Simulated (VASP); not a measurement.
All values below come from PBE GGA, VASP's PBE PAW potentials (set 64) (plane waves; VASP).

VASP input:

**KPOINTS**
```
Automatic mesh
0
Gamma
19 19 19
0 0 0
```

INCAR:
```
PREC  =  Accurate
GGA  =  PE
ENCUT  =  400   # plane-wave cut-off (eV)
ISMEAR  =  -5   # tetrahedra, Bloechl
LREAL  =  .False.
LASPH  =  .True.   # aspherical one-centre terms
LWAVE  =  .False.
LCHARG  =  .True.
ALGO  =  Normal   # blocked Davidson
ISIF  =  2
SYSTEM  =  V
NELM  =  100   # most electronic steps
LORBIT  =  11
LMAXMIX  =  4   # l cut-off of mixed one-centre charges
EDIFF  =  1E-7   # SCF stop (eV)
NEDOS  =  601   # DOS grid
```

**POSCAR**
```
V
1
   -1.4939674686     1.4939674686     1.4939674686
    1.4939674686    -1.4939674686     1.4939674686
    1.4939674686     1.4939674686    -1.4939674686
V
1
Direct
  0.0000000000   0.0000000000   0.0000000000
```

POTCAR, in this order: V_sv (PBE.64 set). Program: vasp_std.

What VASP printed:

OSZICAR:
```
       N       E                     dE             d eps       ncg     rms          rms(c)
DAV:   1     0.719667977333E+02    0.71967E+02   -0.64380E+03  4408   0.119E+03
DAV:   2    -0.909624524529E+01   -0.81063E+02   -0.79384E+02  4552   0.332E+02
DAV:   3    -0.103580551552E+02   -0.12618E+01   -0.12383E+01  4640   0.482E+01
DAV:   4    -0.103654621232E+02   -0.74070E-02   -0.74010E-02  4480   0.384E+00
DAV:   5    -0.103655297892E+02   -0.67666E-04   -0.67659E-04  4580   0.372E-01    0.186E+01
DAV:   6    -0.901690030649E+01    0.13486E+01   -0.54574E+00  4420   0.350E+01    0.181E+00
DAV:   7    -0.899785766179E+01    0.19043E-01   -0.17328E-02  4424   0.178E+00    0.100E+00
DAV:   8    -0.898942407883E+01    0.84336E-02   -0.63634E-03  4456   0.135E+00    0.513E-02
DAV:   9    -0.898945703490E+01   -0.32956E-04   -0.50958E-05  4422   0.115E-01    0.299E-02
DAV:  10    -0.898946113290E+01   -0.40980E-05   -0.57101E-06  4438   0.284E-02    0.207E-03
DAV:  11    -0.898946117826E+01   -0.45356E-07   -0.29031E-07  4350   0.820E-03
   1 F= -.89894612E+01 E0= -.89894612E+01  d E =0.000000E+00
```

OUTCAR:
```
------------------------ aborting loop because EDIFF is reached ----------------------------------------
  FORCE on cell =-STRESS in cart. coord.  units (eV):
  Direction    XX          YY          ZZ          XY          YZ          ZX
  --------------------------------------------------------------------------------------
  Total        0.0229368      0.0229368      0.0229368     -0.0000000      0.0000000     -0.0000000
  in kB        2.7552464      2.7552464      2.7552464     -0.0000000      0.0000000     -0.0000000
  external PRESSURE =       2.7552464 kB  Pullay stress =       0.0000000 kB
  volume of cell :       13.34
      direct lattice vectors                 reciprocal lattice vectors
    -1.493967469  1.493967469  1.493967469     0.000000000  0.334679309  0.334679309
     1.493967469 -1.493967469  1.493967469     0.334679309  0.000000000  0.334679309
     1.493967469  1.493967469 -1.493967469     0.334679309  0.334679309  0.000000000
 POSITION                                       TOTAL-FORCE (eV/Angst)
 -----------------------------------------------------------------------------------
      0.00000      0.00000      0.00000         0.000000      0.000000     -0.000000
 -----------------------------------------------------------------------------------
    total drift:                                0.000000     -0.000000      0.000000
  FREE ENERGIE OF THE ION-ELECTRON SYSTEM (eV)
  ---------------------------------------------------
  free  energy   TOTEN  =        -8.9894611783 eV

  energy  without entropy=       -8.9894611783  energy(sigma->0) =       -8.98946118

 total charge

# of ion       s       p       d       tot
------------------------------------------
    1        2.345   6.226   3.098  11.669
```
(Selected blocks of OUTCAR.)

### OUTCAR
```
 val. band max:        9.8295129881   @ k =  -0.3684   0.4737   0.1579

 cond. band min:       9.8362130596   @ k =  -0.3158   0.3158   0.1579


 Fermi energy:         9.8246532023

 k-point     1 :       0.0000    0.0000    0.0000
  band No.  band energies     occupation
      1     -53.8700      2.00000
      2     -27.1610      2.00000
      3     -27.1610      2.00000
      4     -27.1610      2.00000
      5       3.2215      2.00000
      6      10.2458      0.00000
      7      10.2458      0.00000
      8      10.2458      0.00000
      9      12.2799      0.00000
     10      12.2799      0.00000

 k-point     2 :       0.0526    0.0000    0.0000
  band No.  band energies     occupation
      1     -53.8648      2.00000
      2     -27.1880      2.00000
      3     -27.1694      2.00000
      4     -27.1613      2.00000
      5       3.3349      2.00000
      6      10.1970      0.00000
      7      10.2357      0.00000
      8      10.3262      0.00000
      9      12.2226      0.00000
     10      12.2828      0.00000

 k-point     3 :       0.1053    0.0000    0.0000
  band No.  band energies     occupation
      1     -53.8491      2.00000
      2     -27.2637      2.00000
      3     -27.1926      2.00000
      4     -27.1624      2.00000
      5       3.6665      2.00000
      6      10.0583     -0.01711
      7      10.1917      0.00000
      8      10.5645      0.00000
      9      12.0862      0.00000
     10      12.2935      0.00000

 k-point     4 :       0.1579    0.0000    0.0000
  band No.  band energies     occupation
      1     -53.8244      2.00000
      2     -27.3792      2.00000
      3     -27.2281      2.00000
      4     -27.1632      2.00000
      5       4.1892      2.00000
      6       9.8512      0.66463
      7      10.0845     -0.01580
      8      10.9467      0.00000
      9      11.9582      0.00000
     10      12.3160      0.00000

 k-point     5 :       0.2105    0.0000    0.0000
...
```

For a metal the tetrahedron method with Blöchl corrections gives inexact stress and forces.

The compound is V in the bcc structure. It was relaxed first. The run is not spin-polarised, so no magnetic state was tried.
